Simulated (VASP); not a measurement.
Input:

```
KMgH3
1.0
    3.98255     0.00000     0.00000
    0.00000     3.98255     0.00000
    0.00000     0.00000     3.98255
K Mg H
1 1 3
Direct
  0.00000   0.00000   0.00000
  0.50000   0.50000   0.50000
  0.50000   0.00000   0.50000
  0.00000   0.50000   0.50000
  0.50000   0.50000   0.00000
```

These are r2SCAN meta-GGA, VASP's PBE PAW potentials (set 64) (plane waves; VASP 6.6.1) values and carry that method's errors. Run with 400 eV cut-off, 7×7×7 Γ-centred mesh, Gaussian smearing of 0.010 eV, potentials K_sv Mg H.

Question: What does the run give for the energy per atom (σ→0)?

Answer: 
```yaml
energy per atom (σ→0): -4.463 eV/atom
```

The structure comes from a computed database's KMgH3 entry (Pm-3m); how it stands against other phases isn't given here. It was relaxed first.
